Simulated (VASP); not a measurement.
A convergence study with VASP on ZnS (zinc blende): one setting is varied, all else stays as given below, so the limit is that of these other settings.

```
ZnS
1.0
    0.00000     2.70500     2.70500
    2.70500     0.00000     2.70500
    2.70500     2.70500     0.00000
Zn S
1 1
Direct
  0.00000   0.00000   0.00000
  0.25000   0.25000   0.25000
```

These are PBE GGA, VASP's PBE PAW potentials (set 64) (plane waves; VASP) values and carry that method's errors. The tightest run used: 550 eV cut-off, 17×17×17 Γ-centred mesh, Gaussian smearing of 0.050 eV, potentials Zn S.

| setting | E (eV/atom) | pressure (GPa) | irreducible k-points |
|---|---|---|---|
| 1×1×1 mesh | 2.8786 | 51.86 | 1 |
| 2×2×2 mesh | -2.7963 | 7.26 | 3 |
| 3×3×3 mesh | -3.3153 | 2.77 | 4 |
| 4×4×4 mesh | -3.4011 | 1.81 | 8 |

Task: These are the cheaper rows. Estimate the results at 17×17×17 mesh, and how far the last row shown lies from them.

Result: 
| quantity | tightest run | last row shown is off by |
|---|---|---|
| E (eV/atom) | -3.4244 | 0.0233 |
| pressure (GPa) | 1.51 | 0.30 |

Left out are rungs that failed or repeat a setting and relaxations that didn't move; long series are thinned to 24 rows.

The compound is ZnS in the zinc blende structure. The cell was not relaxed at this level.
